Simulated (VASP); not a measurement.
# LaZrIn3 (P1) in VASP: single point with r2SCAN

Aim: the single point of LaZrIn3 with r2SCAN.

Everything below comes from runs of VASP 6.6.1. Logs are shortened: lines on timing, memory, paths and dates and some standing lists are left out, and cuts for length are marked.

### Step 1. The crystal as given

The typed cell holds 5 atoms: a = 4.623 Å, b = 4.649 Å, c = 7.046 Å, α = 72.68°, β = 72.96°, γ = 92.64°.

The cell was built by a generator and needn't be a form met in nature.

### Step 2. Single point, r2SCAN

The input, POSCAR:

```
LaZrIn3
1.0
   -0.1070195800      4.6212952100      0.0516322800
    4.6474192400     -0.1070195800      0.0449861200
    2.2096247900      2.1876135800     -6.3227062200
La In Zr
1 3 1
Direct
    0.9611110000      0.0141960000      0.0272310000
    0.6385000000      0.6066540000      0.7782770000
    0.4168230000      0.4076160000      0.1904930000
    0.7500130000      0.2504430000      0.5144420000
    0.2160070000      0.7812120000      0.4918180000
```

The input, INCAR.step1:

```
SYSTEM = LaZrIn3
PREC = Accurate
ENCUT = 520
ISMEAR = 0
SIGMA = 0.0146
LREAL = .FALSE.
LASPH = .TRUE.
NELM = 100
NBANDS = 39
GGA = PE
ALGO = Normal
EDIFF = 1E-4
LWAVE = .TRUE.
LCHARG = .FALSE.
```

The input, INCAR.step2:

```
SYSTEM = LaZrIn3
PREC = Accurate
ENCUT = 520
EDIFF = 1E-7
ISMEAR = 0
SIGMA = 0.0146
LREAL = .FALSE.
LASPH = .TRUE.
NELM = 100
ALGO = Normal
ISIF = 2
LWAVE = .FALSE.
LCHARG = .TRUE.
METAGGA = R2SCAN
LMIXTAU = .TRUE.
LELF = .TRUE.
LVHAR = .TRUE.
NBANDS = 39
ISTART = 1
```

The input, KPOINTS:

```
Automatic mesh
0
Gamma
  4 4 3
  0 0.5 0
```

Potentials or basis: VASP PAW PBE potentials, release 64 (La, In_d, Zr_sv).

Run with:

```
> cat potpaw_PBE.64/La/POTCAR potpaw_PBE.64/In_d/POTCAR potpaw_PBE.64/Zr_sv/POTCAR > POTCAR
> cp INCAR.step1 INCAR
> mpirun -np 1 vasp_std > vasp.out
> cp INCAR.step2 INCAR
> mpirun -np 1 vasp_std > vasp.out
```

OUTCAR:

```text
SYSTEM = LaZrIn3
   PREC = Accurate
   ENCUT = 520
   EDIFF = 1E-7
   ISMEAR = 0
   LREAL = .FALSE.
   LASPH = .TRUE.
   NELM = 100
   ISIF = 2
   METAGGA = R2SCAN
   ISTART = 1

 ion  position               nearest neighbor table
   1  0.961  0.014  0.027-   3 3.31   3 3.37   3 3.38   2 3.45   2 3.48   5 3.68   2 3.68   3 3.71
                             4 3.78
   2  0.639  0.607  0.778-   3 2.63   5 2.74   4 2.80   4 2.94   5 3.17   1 3.45   1 3.48   1 3.68

   3  0.417  0.408  0.190-   2 2.63   5 2.96   4 3.05   5 3.09   4 3.15   1 3.31   1 3.37   1 3.38
                             1 3.71
   4  0.750  0.250  0.514-   2 2.80   2 2.94   3 3.05   5 3.14   5 3.14   3 3.15   5 3.29   5 3.57
                             1 3.78
   5  0.216  0.781  0.492-   2 2.74   3 2.96   3 3.09   4 3.14   4 3.14   2 3.17   4 3.29   4 3.57
                             1 3.68

  LATTYP: Found a triclinic cell.
 ALAT       =     4.6488689521
 B/A-ratio  =     1.4423611828
 C/A-ratio  =     1.5519512181
 COS(alpha) =     0.0007787049
 COS(beta)  =     0.3241392181
 COS(gamma) =     0.7250541290

  Lattice vectors:

 A1 = (  -4.6474192400,   0.1070195800,  -0.0449861200)
 A2 = (  -4.7544388200,   4.7283147900,   0.0066461600)
 A3 = (  -2.3307748700,  -2.3266620500,  -6.4193246200)

Analysis of symmetry for initial positions (statically):
=====================================================================
 Subroutine PRICEL returns:
 Original cell was already a primitive cell.

 Routine SETGRP: Setting up the symmetry group for a
 triclinic supercell.

 Subroutine GETGRP returns: Found  1 space group operations
 (whereof  1 operations were pure point group operations)
 out of a pool of  2 trial point group operations.

The static configuration has the point symmetry C_1 .

Analysis of symmetry for dynamics (positions and initial velocities):
=====================================================================
 Subroutine PRICEL returns:
 Original cell was already a primitive cell.

 Routine SETGRP: Setting up the symmetry group for a
 triclinic supercell.

 Subroutine GETGRP returns: Found  1 space group operations
 (whereof  1 operations were pure point group operations)
 out of a pool of  2 trial point group operations.

The dynamic configuration has the point symmetry C_1 .

 Subroutine INISYM returns: Found  1 space group operations
 (whereof  1 operations are pure point group operations),
 and found     1 'primitive' translations
[... 100 lines left out ...]
   EDIFF  = 0.1E-06   stopping-criterion for ELM
   LREAL  =      F    real-space projection
   EDIFFG = 0.1E-05   stopping-criterion for IOM
   NSW    =      0    number of steps for IOM
   IBRION =     -1    ionic relax: 0-MD 1-quasi-New 2-CG
   NFREE  =      0    steps in history (QN), initial steepest desc. (CG)
   ISIF   =      2    stress and relaxation
   ISYM   =      2    0-nonsym 1-usesym 2-fastsym
   POTIM  = 0.5000    time-step for ionic-motion
   TEBEG  =    0.0;   TEEND  =   0.0 temperature during run
   PSTRESS=    0.0 pullay stress
   NELECT =      62.0000    total number of electrons
   NUPDOWN=      -1.0000    fix difference up-down
   EMIN   =  10.00;   EMAX   =-10.00  energy-range for DOS
   EFERMI =   0.00;   METHOD = LEGACY
   ISMEAR =     0;   SIGMA  =   0.01  broadening in eV -4-tet -1-fermi 0-gaus
   EFERMI_NEDOS =   21; number of points for ismear=-14 and -15
   IALGO  =     38    algorithm
   IMIX   =      4    mixing-type and parameters
     AMIX     =   0.40;   BMIX     =  1.00
     AMIX_MAG =   1.60;   BMIX_MAG =  1.00
  volume/ion in A,a.u.               =      27.35       184.54
  Fermi-wavevector in a.u.,A,eV,Ry     =   1.257727  2.376759 21.522732  1.581876
  Thomas-Fermi vector in A             =   2.391371
   LORBIT       =      0    0 simple, 1 ext, 2 COOP (PROOUT), +10 PAW based schemes
   METAGGA = R2SCAN    functional components
   LHFCALC =     F    Hartree Fock is set to
   AEXX    =    0.0000 exact exchange contribution
   IVDW    =     0    specifies the selected vdW correction
   LEPSILON=     F    determine dielectric tensor
   LRPA    =     F    only Hartree local field effects (RPA)
 non-spin polarized calculation
 Gauss-broadening in eV      SIGMA  =   0.01
  energy-cutoff  :      520.00
  volume of cell :      136.73
 maximum number of plane-waves:      3706
 NGX is ok and might be reduce to    36
   NGX = 17   NGY = 17   NGZ = 27

 number of electron      61.9999989 magnetization

 Free energy of the ion-electron system (eV)
  ---------------------------------------------------
  ext. energy  EPLUGINS =         0.00000000
  ---------------------------------------------------
  free energy    TOTEN  =      -121.87069685 eV

  energy without entropy =     -121.87017096  energy(sigma->0) =     -121.87043390

 E-fermi :   8.0224     XC(G=0): -10.9952

 val. band max:        8.0106950851   @ k =   0.5000   0.3750   0.3333
 cond. band min:       8.0313740187   @ k =  -0.0000  -0.1250   0.3333
 fundamental gap:      0.0206789336
 Fermi energy:         8.0224205787

 k-point     1 :      -0.0000    0.1250    0.0000
  band No.  band energies     occupation
      1     -43.0032      2.00000
      2     -26.4009      2.00000
      3     -20.4035      2.00000
      4     -20.3900      2.00000
      5     -20.2658      2.00000
      6      -9.7020      2.00000
[... 997 lines left out ...]
     38       9.9512      0.00000
     39       9.9543      0.00000

------------------------ aborting loop because EDIFF is reached ----------------------------------------

  FORCE on cell =-STRESS in cart. coord.  units (eV):
  Direction    XX          YY          ZZ          XY          YZ          ZX
  --------------------------------------------------------------------------------------
  -------------------------------------------------------------------------------------
  Total       -0.6932781     -0.3056507      3.7368700      1.2523653      1.7389797     -0.1609194
  in kB       -8.1238256     -3.5816115     43.7886055     14.6752048     20.3773469     -1.8856514
  external PRESSURE =      10.6943895 kB  Pullay stress =       0.0000000 kB

 VOLUME and BASIS-vectors are now :
 -----------------------------------------------------------------------------
  energy-cutoff  :      520.00
  volume of cell :      136.73
      direct lattice vectors                 reciprocal lattice vectors
    -0.107019580  4.621295210  0.051632280     0.004229135  0.215637393  0.076087054
     4.647419240 -0.107019580  0.044986120     0.214528436  0.004114486  0.076395809
     2.209624790  2.187613580 -6.322706220     0.001560908  0.001790206 -0.156995227

 POSITION                                       TOTAL-FORCE (eV/Angst)
 -----------------------------------------------------------------------------------
      0.02329      4.49963     -0.12191        -0.236993      0.443529      0.248784
      4.47074      4.58834     -4.86056         0.445064     -1.400539      0.143369
      2.27067      2.29936     -1.16457         0.510127     -0.627828     -1.613528
      2.22037      4.56463     -3.20267        -0.273427     -0.332147      0.669598
      4.69424      1.99053     -3.06332        -0.444772      1.916985      0.551778
 -----------------------------------------------------------------------------------
    total drift:                               -0.004605     -0.000265      0.000331

  FREE ENERGIE OF THE ION-ELECTRON SYSTEM (eV)
  ---------------------------------------------------
  free  energy   TOTEN  =      -121.8706968484 eV

  energy  without entropy=     -121.8701709575  energy(sigma->0) =     -121.87043390
```

OSZICAR.step1:

```text
N       E                     dE             d eps       ncg     rms          rms(c)
DAV:   1     0.717463318827E+03    0.71746E+03   -0.27125E+04  1872   0.227E+03
DAV:   2     0.105605974439E+03   -0.61186E+03   -0.57177E+03  2004   0.478E+02
DAV:   3    -0.111105204766E+02   -0.11672E+03   -0.11229E+03  2197   0.245E+02
DAV:   4    -0.221433514012E+02   -0.11033E+02   -0.10865E+02  3048   0.677E+01
DAV:   5    -0.230789514859E+02   -0.93560E+00   -0.92975E+00  3281   0.154E+01    0.114E+01
DAV:   6    -0.222817579867E+02    0.79719E+00   -0.13007E+01  2976   0.182E+01    0.512E+00
DAV:   7    -0.220544410495E+02    0.22732E+00   -0.35561E+00  2957   0.108E+01    0.331E+00
DAV:   8    -0.220190569616E+02    0.35384E-01   -0.45211E-01  2800   0.658E+00    0.919E-01
DAV:   9    -0.220237591410E+02   -0.47022E-02   -0.80212E-02  3099   0.326E+00    0.698E-01
DAV:  10    -0.220237510458E+02    0.80952E-05   -0.16717E-02  3040   0.124E+00    0.200E-01
DAV:  11    -0.220239094114E+02   -0.15837E-03   -0.16860E-03  3400   0.498E-01    0.698E-02
DAV:  12    -0.220239014002E+02    0.80112E-05   -0.12957E-04  1480   0.116E-01
   1 F= -.22023901E+02 E0= -.22023596E+02  d E =-.610534E-03
```

Wall time 15 min (1 thread of Intel Xeon Platinum 8488C (Sapphire Rapids), shared host); peak memory 0.36 GiB.

Results:

```yaml
Free_energy: -121.8707 eV
Pressure: 1.1 GPa
Largest_force: 2.044 eV/Å
Band_gap_on_the_k_mesh: none (metal or under the smearing width)
```

Forces in eV/Å, atoms in the order of the input:
```
La  -0.237  0.444  0.249
In   0.445 -1.401  0.143
In   0.510 -0.628 -1.614
In  -0.273 -0.332  0.670
Zr  -0.445  1.917  0.552
```

Caveat: the PAW data sets were made with another functional, which shifts forces and pressure a little. Spin-orbit coupling is left out, which matters for the levels of La.
